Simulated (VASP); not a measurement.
Wanted: the native input for a VASP 6.6.1 run.

```yaml
Task: relaxation of cell and atoms
Functional: PBE
Potentials_or_basis: VASP PAW PBE potentials, release 64 (Ti_sv, Si, Te)
Cutoff: 520 eV
k_mesh: 4 × 4 × 4
Occupations: gaussian, width 0.15 eV
Spin: no spin polarisation
Further_INCAR_settings: PREC = Normal; ALGO = Fast; EDIFF = 0.0001; IBRION = 2; EDIFFG = -0.08; NSW = 24; ISIF = 3
```

The structure of Ti2SiTe2 lies in POSCAR:

```
Ti2SiTe2
1.0
    1.8400000000      1.0623245000      9.1666666700
   -1.8400000000      1.0623245000      9.1666666700
    0.0000000000     -2.1246489900      9.1666666700
Ti Si Te
2 1 2
Direct
    0.3845000000      0.3845000000      0.3845000000
    0.6155000000      0.6155000000      0.6155000000
    0.0000000000      0.0000000000      0.0000000000
    0.2170000000      0.2170000000      0.2170000000
    0.7830000000      0.7830000000      0.7830000000
```

The cell was built by a generator and needn't be a form met in nature.

These files were run (other wordings do the same):

INCAR

```
SYSTEM = Ti2SiTe2
PREC = Normal
ENCUT = 520
EDIFF = 1E-4
ISMEAR = 0
SIGMA = 0.15
LREAL = .FALSE.
LASPH = .TRUE.
NELM = 60
ALGO = Fast
ISIF = 3
LWAVE = .FALSE.
LCHARG = .FALSE.
GGA = PE
IBRION = 2
NSW = 24
EDIFFG = -0.08
KPAR = 2
```

KPOINTS

```
regular mesh
0
G
  4 4 4
  0 0 0
```

Potentials or basis: VASP PAW PBE potentials, release 64 (Ti_sv, Si, Te).

Command:

```console
$ cat potpaw_PBE.64/Ti_sv/POTCAR potpaw_PBE.64/Si/POTCAR potpaw_PBE.64/Te/POTCAR > POTCAR
$ mpirun -np 2 vasp_std > vasp.out
```

Results of the run:

```
Relaxed volume                         : 22.76 Å³/atom
Relaxed cell                           : a = 9.624 Å, b = 9.624 Å, c = 9.624 Å, α = 22.43°, β = 22.43°, γ = 22.43°
Space group after relaxing (to 0.05 Å) : R-3m (No. 166)
Energy gained by relaxing              : 14.5 meV/atom
Ionic steps                            : 8
Pressure after relaxing                : -0.1 GPa
Largest force after relaxing           : 0.074 eV/Å
Band gap on the k mesh                 : none (metal or under the smearing width)
```

Caveat: the k mesh is coarse (spacing up to 0.50 Å⁻¹), so the values aren't converged; the relaxation stopped at a loose force limit of 0.08 eV/Å, so its end isn't a converged minimum.

It took 4.6 min on 2 MPI ranks on Intel(R) Xeon(R) 6975P-C (Granite Rapids), on a shared host, peak memory 0.44 GiB a rank.
